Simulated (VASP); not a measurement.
Calculation: LDA (Ceperley-Alder, Perdew-Zunger), VASP's LDA PAW potentials (set 64) (plane waves; VASP).

The input files of a VASP run:

INCAR:
```
SYSTEM = PbSe
PREC = Accurate
ENCUT = 520
EDIFF = 1E-7
NELM = 100
ALGO = Normal
LREAL = .FALSE.
LASPH = .TRUE.
ISMEAR = -5
LMAXMIX = 4
LWAVE = .FALSE.
LCHARG = .TRUE.
LORBIT = 11
NEDOS = 601
ISIF = 2
```

POSCAR:
```
PbSe
1.0
  0.0000000000   3.0214032618   3.0214032618
  3.0214032618   0.0000000000   3.0214032618
  3.0214032618   3.0214032618   0.0000000000
Pb Se
1 1
Cart
  0.0000000000   0.0000000000   0.0000000000
  3.0214032618   3.0214032618   3.0214032618
```

KPOINTS:
```
Automatic mesh
0
Gamma
9 9 9
0 0 0
```

POTCAR, in this order: Pb_d Se (LDA.64 set). Program: vasp_std.

Output

File OUTCAR:
```
 ion  position               nearest neighbor table
   1  0.000  0.000  0.000-   2 3.02   2 3.02   2 3.02   2 3.02   2 3.02   2 3.02
   2  0.500  0.500  0.500-   1 3.02   1 3.02   1 3.02   1 3.02   1 3.02   1 3.02
  LATTYP: Found a face centered cubic cell.
 ALAT       =     6.0428065236
 Subroutine PRICEL returns:
 Original cell was already a primitive cell.
 Subroutine GETGRP returns: Found 48 space group operations
The static configuration has the point symmetry O_h .
The dynamic configuration has the point symmetry O_h .
 Subroutine INISYM returns: Found 48 space group operations
 Subroutine IBZKPT returns following result:
 Found     35 irreducible k-points:

 Following reciprocal coordinates:
            Coordinates               Weight
  0.000000  0.000000  0.000000      1.000000
  0.111111  0.000000  0.000000      8.000000
  0.222222  0.000000  0.000000      8.000000
  0.333333  0.000000  0.000000      8.000000
  0.444444  0.000000  0.000000      8.000000
  0.111111  0.111111  0.000000      6.000000
  0.222222  0.111111  0.000000     24.000000
  0.333333  0.111111  0.000000     24.000000
  0.444444  0.111111  0.000000     24.000000
 -0.444444  0.111111  0.000000     24.000000
 -0.333333  0.111111  0.000000     24.000000
 -0.222222  0.111111  0.000000     24.000000
 -0.111111  0.111111  0.000000     12.000000
  0.222222  0.222222  0.000000      6.000000
  0.333333  0.222222  0.000000     24.000000
  0.444444  0.222222  0.000000     24.000000
 -0.444444  0.222222  0.000000     24.000000
 -0.333333  0.222222  0.000000     24.000000
 -0.222222  0.222222  0.000000     12.000000
  0.333333  0.333333  0.000000      6.000000
  0.444444  0.333333  0.000000     24.000000
 -0.444444  0.333333  0.000000     24.000000
 -0.333333  0.333333  0.000000     12.000000
  0.444444  0.444444  0.000000      6.000000
 -0.444444  0.444444  0.000000     12.000000
  0.333333  0.222222  0.111111     24.000000
  0.444444  0.222222  0.111111     48.000000
 -0.444444  0.222222  0.111111     48.000000
  0.444444  0.333333  0.111111     24.000000
 -0.444444  0.333333  0.111111     48.000000
 -0.333333  0.333333  0.111111     48.000000
 -0.222222  0.333333  0.111111     24.000000
 -0.444444  0.444444  0.111111     24.000000
 -0.333333  0.444444  0.111111     24.000000
 -0.333333  0.444444  0.222222     24.000000
   k-points           NKPTS =     35   k-points in BZ     NKDIM =     35   number of bands    NBANDS=     14
   number of dos      NEDOS =    601   number of ions     NIONS =      2
   total plane-waves  NPLWV =  32768
   dimension x,y,z NGX =    32 NGY =   32 NGZ =   32
   dimension x,y,z NGXF=    64 NGYF=   64 NGZF=   64
   ions per type =               1   1
   PREC   = accura    normal or accurate (medium, high low for compatibility)
   ISTART =      0    job   : 0-new  1-cont  2-samecut
   ICHARG =      2    charge: 1-file 2-atom 10-const
   ISPIN  =      1    spin polarized calculation?
   LNONCOLLINEAR =      F non collinear calculations
   LSORBIT =      F    spin-orbit coupling
   INIWAV =      1    electr: 0-lowe 1-rand  2-diag
   ENCUT  =  520.0 eV  38.22 Ry    6.18 a.u.   7.94  7.94  7.94*2*pi/ulx,y,z
   NELM   =    100;   NELMIN=  2; NELMDL= -5     # of ELM steps
   EDIFF  = 0.1E-06   stopping-criterion for ELM
   LREAL  =      F    real-space projection
   NLSPLINE    = F    spline interpolate recip. space projectors
   LMAXMIX     =    4 max onsite mixed and CHGCAR
   VOSKOWN=      0    Vosko Wilk Nusair interpolation
   EDIFFG = 0.1E-05   stopping-criterion for IOM
   NSW    =      0    number of steps for IOM
   NBLOCK =      1;   KBLOCK =      1    inner block; outer block
   IBRION =     -1    ionic relax: 0-MD 1-quasi-New 2-CG
...
```

OSZICAR:
```
       N       E                     dE             d eps       ncg     rms          rms(c)
DAV:   1     0.159052885305E+03    0.15905E+03   -0.97344E+03   980   0.146E+03
DAV:   2     0.226086421122E+01   -0.15679E+03   -0.15353E+03  1082   0.358E+02
DAV:   3    -0.944489065300E+01   -0.11706E+02   -0.11651E+02  1244   0.103E+02
DAV:   4    -0.971435247284E+01   -0.26946E+00   -0.26934E+00  1164   0.185E+01
DAV:   5    -0.972390238573E+01   -0.95499E-02   -0.95498E-02  1318   0.333E+00    0.289E+00
DAV:   6    -0.946993097023E+01    0.25397E+00   -0.67108E-01  1476   0.697E+00    0.170E+00
DAV:   7    -0.946033521912E+01    0.95958E-02   -0.95198E-02  1092   0.179E+00    0.862E-01
DAV:   8    -0.945893483707E+01    0.14004E-02   -0.87098E-03  1202   0.120E+00    0.908E-02
DAV:   9    -0.945868102289E+01    0.25381E-03   -0.17625E-03  1442   0.456E-01    0.433E-02
DAV:  10    -0.945868834171E+01   -0.73188E-05   -0.10470E-04  1082   0.780E-02    0.146E-02
DAV:  11    -0.945868576914E+01    0.25726E-05   -0.19666E-05  1270   0.516E-02    0.642E-03
DAV:  12    -0.945868572086E+01    0.48281E-07   -0.15663E-06  1336   0.169E-02    0.880E-04
DAV:  13    -0.945868572078E+01    0.82991E-10   -0.70730E-08   606   0.370E-03
   1 F= -.94586857E+01 E0= -.94586857E+01  d E =0.000000E+00
```

File OUTCAR:
```
------------------------ aborting loop because EDIFF is reached ----------------------------------------
  FORCE on cell =-STRESS in cart. coord.  units (eV):
  Direction    XX          YY          ZZ          XY          YZ          ZX
  --------------------------------------------------------------------------------------
  Total        0.0169507      0.0169507      0.0169507      0.0000000     -0.0000000      0.0000000
  in kB        0.4923137      0.4923137      0.4923137      0.0000000     -0.0000000      0.0000000
  external PRESSURE =       0.4923137 kB  Pullay stress =       0.0000000 kB
  volume of cell :       55.16
      direct lattice vectors                 reciprocal lattice vectors
     0.000000000  3.021403262  3.021403262    -0.165486020  0.165486020  0.165486020
     3.021403262  0.000000000  3.021403262     0.165486020 -0.165486020  0.165486020
     3.021403262  3.021403262  0.000000000     0.165486020  0.165486020 -0.165486020
  FREE ENERGIE OF THE ION-ELECTRON SYSTEM (eV)
  ---------------------------------------------------
  free  energy   TOTEN  =        -9.4586857208 eV

  energy  without entropy=       -9.4586857208  energy(sigma->0) =       -9.45868572

 total charge

# of ion       s       p       d       tot
------------------------------------------
    1        1.469   0.578   9.839  11.886
    2        1.475   2.328   0.020   3.823
--------------------------------------------------
tot          2.944   2.906   9.860  15.710
```
(Selected blocks of OUTCAR.)

The compound is PbSe in the rock salt structure. It was relaxed first.
